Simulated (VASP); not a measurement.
An input for Ansatz (written as the equivalent of a VASP run, and not itself run):

Ansatz 0.2 input:
```yaml
crystal:
  lattice:
    - [4.6013500, 0.0000000, 0.0000000]
    - [-2.3006750, 3.9848860, 0.0000000]
    - [0.0000000, 0.0000000, 5.9000600]
  atoms:
    - { symbol: Te, position: [0.2567000, 0.0000000, 0.3333330] }
    - { symbol: Te, position: [0.0000000, 0.2567000, 0.6666670] }
    - { symbol: Te, position: [0.7433000, 0.7433000, 0.0000000] }
kpoints:
  mp_grid: { grid: [5, 5, 4] }
hamiltonian:
  xc: pbe
  pseudopotentials: { kind: paw }
scf:
  occupations: { method: gaussian, width: 0.01 }
  max_iter: 100
output: { forces: true, stress: true, eigenvalues: true }
```

Translate this input to VASP (INCAR, KPOINTS, POSCAR, choice of POTCAR).

Several could match; the one computed here: 
**POSCAR**
```
Te
1
    4.6013500000     0.0000000000     0.0000000000
   -2.3006750000     3.9848860000     0.0000000000
    0.0000000000     0.0000000000     5.9000600000
Te
3
Direct
  0.2567000000   0.0000000000   0.3333330000
  0.0000000000   0.2567000000   0.6666670000
  0.7433000000   0.7433000000   0.0000000000
```

**KPOINTS**
```
Automatic mesh
0
Gamma
5 5 4
0 0 0
```

**INCAR**
```
! general
SYSTEM  =  Te
PREC    =  Normal
ENCUT   =  350   ! plane-wave cut-off (eV)
LREAL   =  F   ! projection in real space or not
LASPH   =  T   ! aspherical one-centre terms

! electronic loop
EDIFF   =  1E-8   ! SCF stop (eV)
NELM    =  100
ALGO    =  Normal

! smearing
ISMEAR  =  0   ! Gaussian
SIGMA   =  0.01   ! width (eV)

! functional
GGA     =  PE

! output
LWAVE   =  T
LCHARG  =  F
```

POTCAR, in this order: Te_GW (PBE.64 set). Program: vasp_std.

The two are equivalent in intent, not identical: each code has its own PAW files, so the cut-off isn't converted (ENCUT is set for VASP's; basis.ecutwfc is left out, and Ansatz then takes the one that its files recommend); Ansatz stops its SCF on the density residual and VASP on the energy change (EDIFF).

The structure comes from a computed database's Te entry (P3_121); how it stands against other phases isn't given here. The cell was not relaxed at this level.
